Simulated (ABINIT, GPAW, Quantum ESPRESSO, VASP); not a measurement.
**Code comparison for Nb (Im-3m, 1 atom in the cell)**

Self-consistent single point, at a second geometry (lattice scaled by 0.98). First geometry:

```yaml
crystal:
  lattice:
    - [-1.63400, 1.63400, 1.63400]
    - [1.63400, -1.63400, 1.63400]
    - [1.63400, 1.63400, -1.63400]
  atoms:
    - { symbol: Nb, position: [0.00000, 0.00000, 0.00000] }
```

Shared settings, as Quantum ESPRESSO writes them: occupations = smearing; smearing = gauss; degauss = 0.0036749 Ry; K_POINTS = automatic 11 11 11 0 0 0. Potentials and cutoffs stand in the table.

```csv
code,model,ΔF from the first geometry (meV/atom),pressure (GPa),cutoff
GPAW,"PBE, GPAW PAW datasets PBE (gpaw-data 1.0.1)",83.4,19.66,600 eV
ABINIT,"PBE, norm-conserving pseudopotentials (PseudoDojo nc-sr-05 PBE standard)",90.3,20.93,1116 eV
VASP,"PBE, VASP's PBE PAW potentials (set 64)",91.1,19.39,300 eV
Quantum ESPRESSO,"PBE, PSlibrary ultrasoft (PBE) pseudopotentials",91.8,19.85,55 Ry
```

For VASP (by 1.7 GPa) and Quantum ESPRESSO (by 1.3 GPa) the energy change implies a higher mean pressure, against the two pressures, than for the other programs: a sign of finite-basis (Pulay) stress.

On GPAW's run: spin polarisation is off.

The spread over the programs that give each value: ΔF from the first geometry within 8.4 meV/atom; pressure within 1.54 GPa.

In the pressure, ABINIT (by 1.17) lies more than 1 GPa from the median of the plane-wave programs.

VASP's run is marked for a possible Pulay error in its stress at this cutoff; no cutoff test was made.

The starting cell has typed, rounded lattice constants, without a prior relaxation at this level. Its lattice was rescaled by a random factor within 2.5 % of one. For this run, on top of that: lattice scaled by 0.98.

Left out of this page: Ansatz, CP2K, Elk, FLEUR and SIESTA (not drawn, or without a comparable value).
